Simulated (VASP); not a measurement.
## TaSbSe and the effect of the dispersion correction

The cell as given:

```
CELL_PARAMETERS angstrom
3.62961 0.00000 0.00000
0.00000 3.62961 0.00000
0.00000 0.00000 5.63455
ATOMIC_POSITIONS crystal
Ta 0.00000 0.00000 0.00000
Sb 0.00000 0.00000 0.50000
Se 0.50000 0.50000 0.00000
```

The cell comes from a database or a generator and needn't be the stable form of this composition.

Kept alike: task relaxation of cell and atoms; functional BLYP; k mesh 7 × 7 × 5; occupations fermi-dirac, width 0.05 eV; no spin polarisation. Program: VASP, PBE PAW files Sb, Se, Ta_pv, 600 eV. The mesh is that of the run's cell of 3 atoms. No spin-orbit coupling.

```csv
dispersion correction,volume (Å³/atom),first edge of the run's cell (Å),third edge of the run's cell (Å)
D3(zero),25.260,3.658,5.662
D3(BJ),24.331,3.619,5.575
D4,25.432,3.686,5.617
none,26.327,3.714,5.724
```

The relaxations keep at least the cell's symmetry (P4/mmm). For a metal such a mesh leaves the last digits unconverged. Relaxations stop with a little pressure left, so the last digits of a volume or edge aren't settled. All rows use potentials made for PBE.

**Question.** What does the dispersion correction change here?

**Answer.** The volume runs from 24.331 (D3(BJ)) to 26.327 Å³/atom (none). Against no correction: D3(zero) -4.1 %; D3(BJ) -7.6 %; D4 -3.4 %. Dispersion terms mostly attract and so lower the volume; the schemes' coefficients and damping set how far. The first edge of the run's cell runs from 3.619 (D3(BJ)) to 3.714 Å (none). The third edge of the run's cell runs from 5.575 (D3(BJ)) to 5.724 Å (none).
